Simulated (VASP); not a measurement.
These are r2SCAN meta-GGA, VASP's PBE PAW potentials (set 64) (plane waves; VASP) values and carry that method's errors.

VASP ran on this input.

POSCAR:
```
Nd
1
   -2.0762299074     2.0762299074     2.0762299074
    2.0762299074    -2.0762299074     2.0762299074
    2.0762299074     2.0762299074    -2.0762299074
Nd
1
Direct
  0.0000000000   0.0000000000   0.0000000000
```

**INCAR**
```
SYSTEM = Nd
PREC = Accurate; ENCUT = 400; LREAL = .FALSE.
LASPH = .TRUE.
EDIFF = 1E-6; NELM = 100; ALGO = Normal
LMAXMIX = 6; LMIXTAU = .TRUE.
ISMEAR = 1; SIGMA = 0.1
METAGGA = R2SCAN
IBRION = 2; NSW = 60; ISIF = 3
EDIFFG = -0.01
LWAVE = .FALSE.; LCHARG = .FALSE.
```

### KPOINTS
```
Automatic mesh
0
Gamma
11 11 11
0 0 0
```

POTCAR, in this order: Nd_3 (PBE.64 set). Program: vasp_std.

The resulting files:

**OSZICAR**
```
       N       E                     dE             d eps       ncg     rms          rms(c)
DAV:   1     0.264583672202E+02    0.26458E+02   -0.49758E+03  1016   0.919E+02
DAV:   2    -0.313461116721E+02   -0.57804E+02   -0.57074E+02  1064   0.205E+02
DAV:   3    -0.330744177824E+02   -0.17283E+01   -0.16991E+01  1466   0.319E+01
DAV:   4    -0.331145175846E+02   -0.40100E-01   -0.40023E-01  1301   0.460E+00
DAV:   5    -0.331161449642E+02   -0.16274E-02   -0.16258E-02  1626   0.511E-01    0.301E+00
DAV:   6    -0.288108507138E+02    0.43053E+01   -0.13572E+00  1420   0.966E+00    0.230E+00
DAV:   7    -0.293800773343E+02   -0.56923E+00   -0.23940E-01  1049   0.467E+00    0.155E+00
DAV:   8    -0.289343733420E+02    0.44570E+00   -0.40873E-01  1357   0.581E+00    0.594E-01
DAV:   9    -0.292883927505E+02   -0.35402E+00   -0.43010E-01  1305   0.490E+00    0.188E-01
DAV:  10    -0.292964386228E+02   -0.80459E-02   -0.74166E-03  1058   0.119E+00    0.166E-01
DAV:  11    -0.292878162776E+02    0.86223E-02   -0.10965E-02  1027   0.140E+00    0.112E-01
DAV:  12    -0.292922408284E+02   -0.44246E-02   -0.39145E-03  1038   0.823E-01    0.426E-02
DAV:  13    -0.292925208548E+02   -0.28003E-03   -0.55791E-04  1274   0.195E-01    0.215E-02
DAV:  14    -0.292925570196E+02   -0.36165E-04   -0.13473E-05  1562   0.306E-02    0.273E-02
DAV:  15    -0.292924908260E+02    0.66194E-04   -0.27499E-05  1181   0.675E-02    0.222E-02
DAV:  16    -0.292924086503E+02    0.82176E-04   -0.62591E-05  1025   0.814E-02    0.732E-03
DAV:  17    -0.292924102150E+02   -0.15647E-05   -0.40119E-06  1073   0.219E-02    0.452E-03
DAV:  18    -0.292924074209E+02    0.27941E-05   -0.27768E-06  1026   0.164E-02    0.852E-04
DAV:  19    -0.292924085834E+02   -0.11624E-05   -0.72062E-07   532   0.942E-03    0.733E-04
DAV:  20    -0.292924079625E+02    0.62088E-06   -0.19780E-07   528   0.435E-03
   1 F= -.29292408E+02 E0= -.29291914E+02  d E =-.292924E+02
```

**OUTCAR**
```
------------------------ aborting loop because EDIFF is reached ----------------------------------------
  FORCE on cell =-STRESS in cart. coord.  units (eV):
  Direction    XX          YY          ZZ          XY          YZ          ZX
  --------------------------------------------------------------------------------------
  Total       -0.0000087     -0.0000087     -0.0000087      0.0000000      0.0000000      0.0000000
  in kB       -0.0003881     -0.0003881     -0.0003881      0.0000000      0.0000000      0.0000000
  external PRESSURE =      -0.0003881 kB  Pullay stress =       0.0000000 kB
  volume of cell :       35.80
      direct lattice vectors                 reciprocal lattice vectors
    -2.076229907  2.076229907  2.076229907     0.000000000  0.240821114  0.240821114
     2.076229907 -2.076229907  2.076229907     0.240821114  0.000000000  0.240821114
     2.076229907  2.076229907 -2.076229907     0.240821114  0.240821114  0.000000000
 POSITION                                       TOTAL-FORCE (eV/Angst)
 -----------------------------------------------------------------------------------
      0.00000      0.00000      0.00000         0.000000      0.000000     -0.000000
 -----------------------------------------------------------------------------------
    total drift:                                0.000000      0.000000     -0.000000
  FREE ENERGIE OF THE ION-ELECTRON SYSTEM (eV)
  ---------------------------------------------------
  free  energy   TOTEN  =       -29.2924079625 eV

  energy  without entropy=      -29.2909275313  energy(sigma->0) =      -29.29191449

 reached required accuracy - stopping structural energy minimisation
```
(Selected blocks of OUTCAR.)

The 4f electrons are frozen in the core of the lanthanide potential, so 4f levels, which can set the real gap, and their magnetism are missing.

The structure was generated: Nd was put into the bcc type (Im-3m), which need not be its known phase. It was relaxed first. The start is the result of an earlier pass.
